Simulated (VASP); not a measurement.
Here is a VASP 6.6.1 calculation.

INCAR

```
SYSTEM = Al2O3
  PREC = Accurate
  ENCUT = 520
  EDIFF = 1E-6
  ISMEAR = 0
  SIGMA = 0.05
  LREAL = .False.
  LASPH = .True.
  NELM = 100
  ALGO = Normal
  ISIF = 2
  LWAVE = .False.
  LCHARG = .True.
  GGA = CA
  LELF = .True.
  LVHAR = .True.
  NBANDS = 20
```

Contents of KPOINTS:

```
regular mesh
0
Gamma
  9 9 4
  0 0 0
```

Contents of POSCAR:

```
Al2O3
1.0
    2.8843249483      0.0000000000      0.0000000000
   -1.4421624742      2.4978986780      0.0000000000
    0.0000000000      0.0000000000      9.3367544600
Al O
2 3
Direct
    0.0000000000      0.0000000000      0.1499923300
    0.0000000000      0.0000000000      0.8500076700
    0.3333333333      0.6666666667      0.2223169200
    0.6666666667      0.3333333333      0.0000000000
    0.3333333333      0.6666666667      0.7776830800
```

Potentials or basis: VASP PAW LDA potentials, release 64 (Al, O).

Launch:

```bash
$ cat potpaw_LDA.64/Al/POTCAR potpaw_LDA.64/O/POTCAR > POTCAR
$ mpirun -np 1 vasp_std > vasp.out
```

Question: Estimate the largest force.

Answer: 0.498 eV/Å.

Question: Predict the band gap on the k mesh.

Answer: 4.73 eV, indirect (least direct gap 4.99 eV).

Question: Predict the pressure.

Answer: -6.4 GPa.

Forces on the atoms (eV/Å):
```
Al   0.000  0.000  0.019
Al   0.000  0.000 -0.019
O    0.000  0.000 -0.498
O    0.000  0.000  0.000
O    0.000  0.000  0.498
```

Caveat: an odd mesh through Γ misses points on the zone boundary, where band edges often lie.
